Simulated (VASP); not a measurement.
## Converging a slab model of Li(110)

How far does the level below the vacuum of Li(110) depend on the numerical settings, and how far on the functional?

Calculated with VASP 6.6.1; PBEsol; plane waves and PAW (Li), in the first sound run; inputs show where later runs differ.

Report form: the programs' logs are mostly left out.

## 1. The structure

The cell holds 7 atoms: 7 Li. Its edges and angles: a = 3.022 Å, b = 3.022 Å, c = 32.807 Å, α = 90.0°, β = 90.0°, γ = 70.5°. Vacuum lies along c.

Structure file:

```cif
data_structure
_symmetry_space_group_name_H-M 'P 1'
_symmetry_Int_Tables_number 1
_cell_length_a 3.0224
_cell_length_b 3.0224
_cell_length_c 32.8068
_cell_angle_alpha 90.000
_cell_angle_beta 90.000
_cell_angle_gamma 70.529
_cell_volume 282.55
loop_
_atom_site_label
_atom_site_type_symbol
_atom_site_fract_x
_atom_site_fract_y
_atom_site_fract_z
_atom_site_occupancy
Li1 Li 0.00000 0.00000 0.27433 1
Li2 Li 0.50000 0.50000 0.34956 1
Li3 Li 0.00000 0.00000 0.42478 1
Li4 Li 0.50000 0.50000 0.50000 1
Li5 Li 0.00000 0.00000 0.57522 1
Li6 Li 0.50000 0.50000 0.65044 1
Li7 Li 0.00000 0.00000 0.72567 1
```

## 2. The base run

The base run sets the number that all others are held against.

Contents of INCAR:

```
SYSTEM = Li
PREC = Normal
ENCUT = 350
EDIFF = 1E-06
NELM = 120
ISMEAR = 1
SIGMA = 0.1
LREAL = .FALSE.
ALGO = Normal
GGA = PS
NBANDS = 10
LORBIT = 11
LWAVE = .FALSE.
LCHARG = .FALSE.
KPAR = 4
IDIPOL = 3
LDIPOL = .TRUE.
DIPOL = 0.5 0.5 0.5
LVHAR = .TRUE.
LVACPOTAV = .TRUE.
NEDOS = 1500
```

Contents of POSCAR:

```
Li
1.0
    2.4678026663     -1.7450000000      0.0000000000
    2.4678026663      1.7450000000      0.0000000000
    0.0000000000      0.0000000000     32.8068159980
Li
7
Direct
    0.0000000000      0.0000000000      0.2743332361
    0.5000000000      0.5000000000      0.3495554908
    0.0000000000      0.0000000000      0.4247777454
    0.5000000000      0.5000000000      0.5000000000
    0.0000000000      0.0000000000      0.5752222546
    0.5000000000      0.5000000000      0.6504445092
    0.0000000000      0.0000000000      0.7256667639
```

Contents of KPOINTS:

```
Automatic mesh
0
Gamma
9 9 1
0 0 0
```

PAW data sets: Li (PBE family, release 64).

The run is started by

```console
> mpirun -np 4 vasp_std
```

Elapsed: 5.6 s, on 4 MPI ranks of Intel Xeon 6975P-C (Granite Rapids), shared host; peak memory 0.71 GiB.

This run has no spin polarisation. Its electron count is odd, so without a moment it is a metal by construction. The PAW data sets were made with PBE, which is usual practice but a small mismatch for other functionals.

This step gave:

```
electronic cycles                               : 23
electrons                                       : 7
free energy (TOTEN)                             : -13.16 eV
energy at zero smearing                         : -13.16 eV
Fermi energy                                    : -1.299 eV
labelled metallic, from the levels on this mesh : yes
dipole moment                                   : 0, 0, 0 e·Å
vacuum levels                                   : 1.973, 1.973 eV
work functions of the upper and lower face      : 3.272, 3.272 eV
highest filled level below the vacuum           : 3.272 eV
```

The planar average of the electrostatic potential oscillates, so the rows of the table below give means over windows of 2.41 Å about each position, cut where the curve ends. Its maxima inside the range that stand out by 2 % of the span (Å: eV): 10.3: 1.81, 12.7: 1.87, 15.2: 1.87, 17.6: 1.87, 20.1: 1.87, 22.5: 1.81. Its minima: 9.0: -3.38, 11.5: -3.05, 13.9: -3.02, 16.4: -3.02, 18.9: -3.02, 21.3: -3.05, 23.8: -3.38.

Zero at the Fermi level. The planar average of the electrostatic potential by height; means over each step:

height (Å), planar average of the electrostatic potential (eV) and a bar from the least value:
```
     1.21       3.27 ##############################
     3.62       3.27 ##############################
     6.03       3.15 #############################
     8.44      -0.41 
    10.85      -0.33 #
    13.26      -0.29 #
    15.67      -0.26 #
    18.08      -0.27 #
    20.48      -0.26 #
    22.90      -0.38 
    25.30       1.65 #################
    27.72       3.25 ##############################
    30.12       3.27 ##############################
    32.54       3.27 ##############################
```

Density of states in the PAW spheres, an atom over height of the layer and energy from the Fermi level.

Ten even steps from '_' (0.000 states/eV) to '@' (0.138 states/eV), each cell a mean:
```
@@@@@@@@@@@@@@
##****##****##
**************
****##**##****
==============
==============
--==========--
::--::--::--::
::--::--::--::
..::......::..
______________
______________
______________
______________
______________
______________
______________
______________
______________
______________
______________
______________
```
Columns: height of the layer (Å) from 9 to 23.8; rows upwards: energy from the Fermi level (eV) from -7.9 to 0.5.

Force by atom:

```tsv
atom	x (eV/Å)	y (eV/Å)	z (eV/Å)	size
Li1	0.0000	0.0000	0.0828	0.0828
Li2	0.0000	0.0000	-0.0553	0.0553
Li3	0.0000	0.0000	-0.0215	0.0215
Li4	0.0000	0.0000	0.0000	0.0000
Li5	0.0000	0.0000	0.0215	0.0215
Li6	0.0000	0.0000	0.0553	0.0553
Li7	0.0000	0.0000	-0.0828	0.0828
```

The highest filled level lies 3.27 eV below the vacuum at the upper face.

Only the dipole across the slab is computed (IDIPOL = 3); zeros along the plane are no results.

The map of layer states is cut here 0.5 eV above the Fermi level, so it leaves out the states above that.

## 3. Another mesh, mesh points along a 3, k-mesh 3×3×1

The mesh decides how well the Fermi level or the band edge is found.

INCAR: that of step 2 with these lines changed.

```diff
@@ -14,3 +14,3 @@
 LCHARG = .FALSE.
-KPAR = 4
+NCORE = 4
 IDIPOL = 3
@@ -20,2 +20 @@
 LVACPOTAV = .TRUE.
-NEDOS = 1500
```

POSCAR is that of step 2.

Contents of KPOINTS:

```
Automatic mesh
0
Gamma
3 3 1
0 0 0
```

The run is started by

```console
> mpirun -np 4 vasp_std
```

It took 1.6 s on 4 MPI ranks; peak memory 0.42 GiB; 4.8 s of CPU time.

Numbers from this step:

| Quantity | Value |
| --- | --- |
| free energy (TOTEN) | -13.64 eV |
| energy at zero smearing | -13.64 eV |
| Fermi energy | -1.351 eV |
| vacuum levels | 1.851, 1.851 eV |
| work functions of the upper and lower face | 3.202, 3.202 eV |
| highest filled level below the vacuum | 3.202 eV |

Force by atom:

```tsv
atom	x (eV/Å)	y (eV/Å)	z (eV/Å)	size
Li1	0.000	0.000	0.165	0.165
Li2	0.000	0.000	-0.134	0.134
Li3	0.000	0.000	0.023	0.023
Li4	0.000	0.000	0.000	0.000
Li5	0.000	0.000	-0.023	0.023
Li6	0.000	0.000	0.134	0.134
Li7	0.000	0.000	-0.165	0.165
```

Against the base run its depth below the vacuum changes by -0.07 eV and the energy by -68.0 meV an atom.

## 4. Another mesh, mesh points along a 6, k-mesh 6×6×1

INCAR: that of step 3 with these lines changed.

```diff
@@ -14,3 +14,3 @@
 LCHARG = .FALSE.
-NCORE = 4
+KPAR = 4
 IDIPOL = 3
```

POSCAR is that of step 3.

Contents of KPOINTS:

```
Automatic mesh
0
Gamma
6 6 1
0 0 0
```

The run is started by

```console
> mpirun -np 4 vasp_std
```

Run time: 4 s. Hardware: 4 MPI ranks; peak memory 0.64 GiB.

Against the base run its depth below the vacuum changes by +0.10 eV and the energy by +12.9 meV an atom.

## 5. Another mesh, mesh points along a 12, k-mesh 12×12×1

INCAR is that of step 4.

POSCAR is that of step 4.

Contents of KPOINTS:

```
Automatic mesh
0
Gamma
12 12 1
0 0 0
```

The run is started by

```console
> mpirun -np 4 vasp_std
```

Wall time 7.4 s (4 MPI ranks); peak memory 0.77 GiB; 28 s of CPU time.

Against the base run its depth below the vacuum changes by -0.05 eV and the energy by +3.8 meV an atom.

## 6. The series together

Times are for 4 MPI ranks of Intel Xeon 6975P-C (Granite Rapids), shared host. The series side by side:

```tsv
no.	mesh points along a	highest filled level below the vacuum (eV)	energy at zero smearing (eV)	time	memory (GiB)
1	3	3.202	-13.64	1.6 s	0.42
2	6	3.377	-13.07	4 s	0.64
3	12	3.225	-13.14	7.4 s	0.77
```

## 7. Another vacuum, vacuum width 5

Too little vacuum lets the faces of neighbouring images overlap, and too much only costs plane waves.

INCAR is that of step 5.

Contents of POSCAR:

```
Li
1.0
    2.4678026663     -1.7450000000      0.0000000000
    2.4678026663      1.7450000000      0.0000000000
    0.0000000000      0.0000000000     19.8068159980
Li
7
Direct
    0.0000000000      0.0000000000      0.1262191763
    0.5000000000      0.5000000000      0.2508127842
    0.0000000000      0.0000000000      0.3754063921
    0.5000000000      0.5000000000      0.5000000000
    0.0000000000      0.0000000000      0.6245936079
    0.5000000000      0.5000000000      0.7491872158
    0.0000000000      0.0000000000      0.8737808237
```

Contents of KPOINTS:

```
Automatic mesh
0
Gamma
9 9 1
0 0 0
```

The run is started by

```console
> mpirun -np 4 vasp_std
```

The job ended after 2.6 s (4 MPI ranks; peak memory 0.57 GiB).

Numbers from this step:

| Item | Value |
| --- | --- |
| electronic cycles | 14 |
| free energy (TOTEN) | -13.25 eV |
| Fermi energy | -0.0543 eV |

Force by atom:

```tsv
atom	x (eV/Å)	y (eV/Å)	z (eV/Å)	size
Li1	0.0000	0.0000	-0.0314	0.0314
Li2	0.0000	0.0000	-0.0516	0.0516
Li3	0.0000	0.0000	-0.0055	0.0055
Li4	0.0000	0.0000	0.0000	0.0000
Li5	0.0000	0.0000	0.0055	0.0055
Li6	0.0000	0.0000	0.0516	0.0516
Li7	0.0000	0.0000	0.0314	0.0314
```

The program found no flat vacuum in this gap and printed no vacuum level, so no level below the vacuum can be given.

## 8. Another vacuum, vacuum width 8

INCAR is that of step 7.

Contents of POSCAR:

```
Li
1.0
    2.4678026663     -1.7450000000      0.0000000000
    2.4678026663      1.7450000000      0.0000000000
    0.0000000000      0.0000000000     22.8068159980
Li
7
Direct
    0.0000000000      0.0000000000      0.1753861653
    0.5000000000      0.5000000000      0.2835907768
    0.0000000000      0.0000000000      0.3917953884
    0.5000000000      0.5000000000      0.5000000000
    0.0000000000      0.0000000000      0.6082046116
    0.5000000000      0.5000000000      0.7164092232
    0.0000000000      0.0000000000      0.8246138347
```

KPOINTS is that of step 7.

The run is started by

```console
> mpirun -np 4 vasp_std
```

The job ended after 3.4 s (4 MPI ranks; peak memory 0.61 GiB).

The program found no flat vacuum in this gap and printed no vacuum level, so no level below the vacuum can be given.

## 9. Another vacuum, vacuum width 24

INCAR is that of step 8.

Contents of POSCAR:

```
Li
1.0
    2.4678026663     -1.7450000000      0.0000000000
    2.4678026663      1.7450000000      0.0000000000
    0.0000000000      0.0000000000     38.8068159980
Li
7
Direct
    0.0000000000      0.0000000000      0.3092240291
    0.5000000000      0.5000000000      0.3728160194
    0.0000000000      0.0000000000      0.4364080097
    0.5000000000      0.5000000000      0.5000000000
    0.0000000000      0.0000000000      0.5635919903
    0.5000000000      0.5000000000      0.6271839806
    0.0000000000      0.0000000000      0.6907759709
```

KPOINTS is that of step 8.

The run is started by

```console
> mpirun -np 4 vasp_std
```

The job ended after 6.6 s (4 MPI ranks; peak memory 0.74 GiB; 24 s of CPU time).

Against the base run its depth below the vacuum changes by +0.00 eV and the energy by -0.0 meV an atom.

## 10. Side by side

Times are for 4 MPI ranks of Intel Xeon 6975P-C (Granite Rapids), shared host. The runs compared:

```tsv
no.	vacuum width	electronic cycles	free energy (TOTEN) (eV)	time	memory (GiB)
1	5	14	-13.25	2.6 s	0.57
2	8	18	-13.16	3.4 s	0.61
3	24	23	-13.16	6.6 s	0.74
```

## 11. A lower cutoff, ENCUT 210

A lower cutoff is cheaper, and the test is whether a potential difference survives it better than the total energy.

INCAR: that of step 9 with these lines changed.

```diff
@@ -2,3 +2,3 @@
 PREC = Normal
-ENCUT = 350
+ENCUT = 210
 EDIFF = 1E-06
```

Contents of POSCAR:

```
Li
1.0
    2.4678026663     -1.7450000000      0.0000000000
    2.4678026663      1.7450000000      0.0000000000
    0.0000000000      0.0000000000     32.8068159980
Li
7
Direct
    0.0000000000      0.0000000000      0.2743332361
    0.5000000000      0.5000000000      0.3495554908
    0.0000000000      0.0000000000      0.4247777454
    0.5000000000      0.5000000000      0.5000000000
    0.0000000000      0.0000000000      0.5752222546
    0.5000000000      0.5000000000      0.6504445092
    0.0000000000      0.0000000000      0.7256667639
```

KPOINTS is that of step 9.

The run is started by

```console
> mpirun -np 4 vasp_std
```

Run time: 3 s. Hardware: 4 MPI ranks; peak memory 0.55 GiB; 10 s of CPU time.

Numbers from this step:

- Fermi energy: -1.298 eV
- vacuum levels: 1.973, 1.973 eV
- work functions of the upper and lower face: 3.271, 3.271 eV
- highest filled level below the vacuum: 3.271 eV

Against the base run its depth below the vacuum changes by -0.00 eV and the energy by +0.9 meV an atom.

## 12. A lower cutoff, ENCUT 280

INCAR: that of step 11 with these lines changed.

```diff
@@ -2,3 +2,3 @@
 PREC = Normal
-ENCUT = 210
+ENCUT = 280
 EDIFF = 1E-06
```

POSCAR is that of step 11.

KPOINTS is that of step 11.

The run is started by

```console
> mpirun -np 4 vasp_std
```

Elapsed: 3.8 s, on 4 MPI ranks; peak memory 0.6 GiB.

This step gave:

| Item | Value |
| --- | --- |
| Fermi energy | -1.299 eV |
| work functions of the upper and lower face | 3.272, 3.272 eV |
| highest filled level below the vacuum | 3.272 eV |

Against the base run its depth below the vacuum changes by +0.00 eV and the energy by +0.0 meV an atom.

## 13. Another smearing width, SIGMA 0.02

The width trades sharpness at the Fermi level against the mesh needed.

INCAR: that of step 12 with these lines changed.

```diff
@@ -2,3 +2,3 @@
 PREC = Normal
-ENCUT = 280
+ENCUT = 350
 EDIFF = 1E-06
@@ -6,3 +6,3 @@
 ISMEAR = 1
-SIGMA = 0.1
+SIGMA = 0.02
 LREAL = .FALSE.
```

POSCAR is that of step 12.

KPOINTS is that of step 12.

The run is started by

```console
> mpirun -np 4 vasp_std
```

Run time: 5.6 s. Hardware: 4 MPI ranks; peak memory 0.7 GiB.

Numbers from this step:

| Property | Result |
| --- | --- |
| Fermi energy | -1.301 eV |
| vacuum levels | 1.978, 1.978 eV |
| work functions of the upper and lower face | 3.279, 3.279 eV |
| highest filled level below the vacuum | 3.279 eV |

Against the base run its depth below the vacuum changes by +0.01 eV and the energy by +0.1 meV an atom.

## 14. Another smearing width, SIGMA 0.4

INCAR: that of step 13 with these lines changed.

```diff
@@ -6,3 +6,3 @@
 ISMEAR = 1
-SIGMA = 0.02
+SIGMA = 0.4
 LREAL = .FALSE.
```

POSCAR is that of step 13.

KPOINTS is that of step 13.

The run is started by

```console
> mpirun -np 4 vasp_std
```

Wall time 5.6 s (4 MPI ranks); peak memory 0.7 GiB; 21 s of CPU time.

Numbers from this step:

```
energy at zero smearing                    : -13.17 eV
Fermi energy                               : -1.298 eV
vacuum levels                              : 1.969, 1.969 eV
work functions of the upper and lower face : 3.267, 3.267 eV
highest filled level below the vacuum      : 3.267 eV
```

Against the base run its depth below the vacuum changes by -0.01 eV and the energy by -0.8 meV an atom.

## 15. All levels side by side

Times are for 4 MPI ranks of Intel Xeon 6975P-C (Granite Rapids), shared host. The runs compared:

```tsv
no.	run	cutoff used less the lowest (eV)	highest filled level below the vacuum (eV)	time	memory (GiB)
1	base run	140	3.272	5.6 s	0.71
2	series over the cutoff	0	3.271	3 s	0.55
3	series over the cutoff	70	3.272	3.8 s	0.6
4	series over the smearing	140	3.279	5.6 s	0.7
5	series over the smearing	140	3.267	5.6 s	0.7
```

[end of part 1 of 2]

[Lines on the potential files, build, host, timing and source positions are cut from VASP's logs without a mark.]

[Logs are printed without paths, hosts, clocks, repeated set-up lines and the standing remarks that a program may print on its own settings, such as how far it seeks lower states.]

[Hosts, paths, dates, database ids (printed as entryN), source tags and the programs' standing remarks are cut or masked in the printed files.]

[In band tables of VASP the shares of atoms and orbitals are scaled to a sum of 1 inside the atoms' spheres.]

[Runs that stopped without an error message from VASP are left out.]
